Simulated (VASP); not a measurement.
Output of a VASP run:

OUTCAR:
```
 ion  position               nearest neighbor table
   1  0.333  0.667  0.250-   2 2.21   2 2.21   2 2.21   2 2.21   2 2.21   2 2.21
   2  0.667  0.333  0.750-   1 2.21   1 2.21   1 2.21   1 2.21   1 2.21   1 2.21
  LATTYP: Found a hexagonal cell.
 ALAT       =     2.2628305638
 C/A-ratio  =     1.5703884310
 Subroutine PRICEL returns:
 Original cell was already a primitive cell.
 Subroutine GETGRP returns: Found 24 space group operations
The static configuration has the point symmetry D_3d.
 The point group associated with its full space group is D_6h.
The dynamic configuration has the point symmetry D_3d.
 Subroutine INISYM returns: Found 24 space group operations
 Subroutine IBZKPT returns following result:
 Found    336 irreducible k-points:

 Following reciprocal coordinates:
            Coordinates               Weight
  0.000000  0.000000  0.000000      1.000000
  0.047619  0.000000  0.000000      6.000000
  0.095238 -0.000000  0.000000      6.000000
  0.142857 -0.000000  0.000000      6.000000
  0.190476 -0.000000  0.000000      6.000000
  0.238095  0.000000  0.000000      6.000000
  0.285714  0.000000  0.000000      6.000000
  0.333333 -0.000000  0.000000      6.000000
  0.380952 -0.000000  0.000000      6.000000
  0.428571 -0.000000  0.000000      6.000000
  0.476190  0.000000  0.000000      6.000000
  0.047619  0.047619  0.000000      6.000000
  0.095238  0.047619  0.000000     12.000000
  0.142857  0.047619  0.000000     12.000000
  0.190476  0.047619  0.000000     12.000000
  0.238095  0.047619  0.000000     12.000000
  0.285714  0.047619  0.000000     12.000000
  0.333333  0.047619  0.000000     12.000000
  0.380952  0.047619  0.000000     12.000000
  0.428571  0.047619  0.000000     12.000000
  0.476190  0.047619  0.000000      6.000000
  0.095238  0.095238  0.000000      6.000000
  0.142857  0.095238  0.000000     12.000000
  0.190476  0.095238  0.000000     12.000000
  0.238095  0.095238  0.000000     12.000000
  0.285714  0.095238  0.000000     12.000000
  0.333333  0.095238  0.000000     12.000000
  0.380952  0.095238  0.000000     12.000000
  0.428571  0.095238  0.000000     12.000000
  0.142857  0.142857  0.000000      6.000000
  0.190476  0.142857  0.000000     12.000000
  0.238095  0.142857  0.000000     12.000000
  0.285714  0.142857  0.000000     12.000000
  0.333333  0.142857  0.000000     12.000000
  0.380952  0.142857  0.000000     12.000000
  0.428571  0.142857  0.000000      6.000000
  0.190476  0.190476  0.000000      6.000000
  0.238095  0.190476  0.000000     12.000000
  0.285714  0.190476  0.000000     12.000000
  0.333333  0.190476  0.000000     12.000000
   k-points           NKPTS =    336   k-points in BZ     NKDIM =    336   number of bands    NBANDS=      6
   number of dos      NEDOS =    601   number of ions     NIONS =      2
   total plane-waves  NPLWV =   9072
   dimension x,y,z NGX =    18 NGY =   18 NGZ =   28
   dimension x,y,z NGXF=    36 NGYF=   36 NGZF=   56
   ions per type =               2
   PREC   = accura    normal or accurate (medium, high low for compatibility)
   ISTART =      0    job   : 0-new  1-cont  2-samecut
   ICHARG =      2    charge: 1-file 2-atom 10-const
   ISPIN  =      1    spin polarized calculation?
   LNONCOLLINEAR =      F non collinear calculations
   LSORBIT =      F    spin-orbit coupling
   INIWAV =      1    electr: 0-lowe 1-rand  2-diag
   ENCUT  =  520.0 eV  38.22 Ry    6.18 a.u.   4.21  4.21  6.61*2*pi/ulx,y,z
   NELM   =    100;   NELMIN=  2; NELMDL= -5     # of ELM steps
   EDIFF  = 0.1E-06   stopping-criterion for ELM
   LREAL  =      F    real-space projection
   NLSPLINE    = F    spline interpolate recip. space projectors
   LMAXMIX     =    2 max onsite mixed and CHGCAR
   VOSKOWN=      0    Vosko Wilk Nusair interpolation
   EDIFFG = 0.1E-05   stopping-criterion for IOM
   NSW    =      0    number of steps for IOM
...
```

### OSZICAR
```
       N       E                     dE             d eps       ncg     rms          rms(c)
DAV:   1     0.509240183563E+02    0.50924E+02   -0.46332E+03  4764   0.183E+03
DAV:   2     0.264330546534E+02   -0.24491E+02   -0.24239E+02  7956   0.293E+02
DAV:   3     0.250251022983E+02   -0.14080E+01   -0.13884E+01  7992   0.692E+01
DAV:   4     0.249551477811E+02   -0.69955E-01   -0.68699E-01  7926   0.157E+01
DAV:   5     0.249514621548E+02   -0.36856E-02   -0.36402E-02  8058   0.308E+00    0.253E+00
DAV:   6    -0.825719349261E+01   -0.33209E+02   -0.10537E+02  7986   0.149E+03    0.124E+00
DAV:   7    -0.922058547806E+01   -0.96339E+00   -0.11181E+00  7836   0.258E+01    0.879E-01
DAV:   8    -0.836850380625E+01    0.85208E+00   -0.17949E+00  6486   0.306E+01    0.277E-01
DAV:   9    -0.918263793425E+01   -0.81413E+00   -0.18371E+00  6348   0.815E+01    0.808E-02
DAV:  10    -0.959172023422E+01   -0.40908E+00   -0.37053E+00  4338   0.334E+01    0.112E-01
DAV:  11    -0.959270185260E+01   -0.98162E-03   -0.18628E-03  7044   0.437E-01    0.105E-01
DAV:  12    -0.920568617319E+01    0.38702E+00   -0.36231E+02  4032   0.420E+03    0.399E-02
DAV:  13    -0.917292029508E+01    0.32766E-01   -0.41346E-02  6744   0.163E+01    0.273E-02
DAV:  14    -0.959216176783E+01   -0.41924E+00   -0.37269E+00  4032   0.330E+01    0.882E-02
DAV:  15    -0.959234949183E+01   -0.18772E-03   -0.22251E-03  5358   0.462E-01    0.517E-02
DAV:  16    -0.959284134106E+01   -0.49185E-03   -0.13325E-05  5220   0.550E-02    0.509E-02
DAV:  17    -0.959262555472E+01    0.21579E-03   -0.20880E-06  5340   0.254E-02    0.518E-02
DAV:  18    -0.959299677687E+01   -0.37122E-03   -0.61546E-06  4398   0.412E-02    0.468E-02
DAV:  19    -0.959302133046E+01   -0.24554E-04   -0.17627E-07  5250   0.700E-03    0.445E-02
DAV:  20    -0.959322296797E+01   -0.20164E-03   -0.43731E-06  4224   0.317E-02    0.380E-02
DAV:  21    -0.959331849167E+01   -0.95524E-04   -0.14133E-06  4302   0.185E-02    0.340E-02
DAV:  22    -0.959335819522E+01   -0.39704E-04   -0.30256E-07  4554   0.798E-03    0.322E-02
DAV:  23    -0.959351222355E+01   -0.15403E-03   -0.59667E-06  4086   0.353E-02    0.252E-02
DAV:  24    -0.959355702191E+01   -0.44798E-04   -0.87867E-07  4410   0.131E-02    0.228E-02
DAV:  25    -0.959355624761E+01    0.77429E-06   -0.69364E-09  2904   0.108E-03    0.231E-02
DAV:  26    -0.959363194504E+01   -0.75697E-04   -0.30905E-06  4056   0.260E-02    0.176E-02
DAV:  27    -0.959367490293E+01   -0.42958E-04   -0.19476E-06  4068   0.204E-02    0.135E-02
DAV:  28    -0.959369653131E+01   -0.21628E-04   -0.78890E-07  4056   0.133E-02    0.110E-02
DAV:  29    -0.959371165250E+01   -0.15121E-04   -0.78734E-07  4068   0.135E-02    0.811E-03
DAV:  30    -0.959372125815E+01   -0.96056E-05   -0.81922E-07  4062   0.143E-02    0.443E-03
DAV:  31    -0.959372328810E+01   -0.20299E-05   -0.34270E-07  4128   0.929E-03    0.159E-03
DAV:  32    -0.959372364146E+01   -0.35337E-06   -0.33893E-08  2076   0.309E-03    0.443E-04
DAV:  33    -0.959372355601E+01    0.85451E-07   -0.43200E-09  2052   0.102E-03
   1 F= -.95937236E+01 E0= -.95937236E+01  d E =0.000000E+00
       N       E                     dE             ncg
```

File OUTCAR:
```
------------------------ aborting loop because EDIFF is reached ----------------------------------------
  FORCE on cell =-STRESS in cart. coord.  units (eV):
  Direction    XX          YY          ZZ          XY          YZ          ZX
  --------------------------------------------------------------------------------------
  Total       -0.0682151     -0.0682151      0.1471677      0.0000000      0.0000000      0.0000000
  in kB       -6.9358149     -6.9358137     14.9633641      0.0000000      0.0000000      0.0000000
  external PRESSURE =       0.3639118 kB  Pullay stress =       0.0000000 kB
  volume of cell :       15.76
      direct lattice vectors                 reciprocal lattice vectors
     1.131415355 -1.959668711  0.000000000     0.441924354 -0.255145167  0.000000000
     1.131415355  1.959668711  0.000000000     0.441924354  0.255145167  0.000000000
     0.000000000  0.000000000  3.553522939     0.000000000  0.000000000  0.281410875
 POSITION                                       TOTAL-FORCE (eV/Angst)
 -----------------------------------------------------------------------------------
      1.13142      0.65322      0.88838         0.000000      0.000000      0.000000
      1.13142     -0.65322      2.66514        -0.000000     -0.000000      0.000000
 -----------------------------------------------------------------------------------
    total drift:                               -0.000000     -0.000003      0.000005
  FREE ENERGIE OF THE ION-ELECTRON SYSTEM (eV)
  ---------------------------------------------------
  free  energy   TOTEN  =        -9.5937235560 eV

  energy  without entropy=       -9.5937235560  energy(sigma->0) =       -9.59372356

 total charge

# of ion       s       p       d       tot
------------------------------------------
    1        0.412   0.785   0.000   1.197
    2        0.412   0.785   0.000   1.197
--------------------------------------------------
tot          0.823   1.570   0.000   2.393
```
(Selected blocks of OUTCAR.)

### POSCAR
```
Be
1
    1.1314153548    -1.9596687106     0.0000000000
    1.1314153548     1.9596687106     0.0000000000
    0.0000000000     0.0000000000     3.5535229387
Be
2
Direct
  0.3333330000   0.6666670000   0.2500000000
  0.6666670000   0.3333330000   0.7500000000
```

Question: Reconstruct the remaining input files.

Answer: This is not unique; one that fits is the input of the run itself, revTPSS meta-GGA, plane waves, VASP's PBE PAW potentials (set 64).

File KPOINTS:
```
K-points
0
gamma
 21 21 12
```

### INCAR
```
NEDOS  =  601   # DOS grid
LORBIT  =  11
SYSTEM  =  Be
ISMEAR  =  -5
ALGO  =  Normal
METAGGA  =  RTPSS
EDIFF  =  1E-7   # SCF stop (eV)
LASPH  =  .TRUE.
PREC  =  Accurate
LMIXTAU  =  .TRUE.
ISIF  =  2
LCHARG  =  .FALSE.
LREAL  =  .FALSE.   # projection in real space or not
LWAVE  =  .FALSE.
NELM  =  100   # most electronic steps
ENCUT  =  520   # plane-wave cut-off (eV)
```

**KPOINTS_OPT**
```
k-points along high-symmetry lines
6
Line-mode
Reciprocal
  0.000000   0.000000   0.000000 ! GAMMA
  0.000000   0.500000   0.000000 ! M

  0.000000   0.500000   0.000000 ! M
 -0.333333   0.666667   0.000000 ! K

 -0.333333   0.666667   0.000000 ! K
  0.000000   0.000000   0.000000 ! GAMMA

  0.000000   0.000000   0.000000 ! GAMMA
  0.000000   0.000000   0.500000 ! A

  0.000000   0.000000   0.500000 ! A
  0.000000   0.500000   0.500000 ! L

  0.000000   0.500000   0.500000 ! L
 -0.333333   0.666667   0.500000 ! H

 -0.333333   0.666667   0.500000 ! H
  0.000000   0.000000   0.500000 ! A

  0.000000   0.500000   0.500000 ! L
  0.000000   0.500000   0.000000 ! M

 -0.333333   0.666667   0.500000 ! H
 -0.333333   0.666667   0.000000 ! K
```

POTCAR, in this order: Be (PBE.64 set). Program: vasp_std.

For a metal the tetrahedron method with Blöchl corrections gives inexact stress and forces.

The compound is Be in the hcp structure. It was relaxed first.
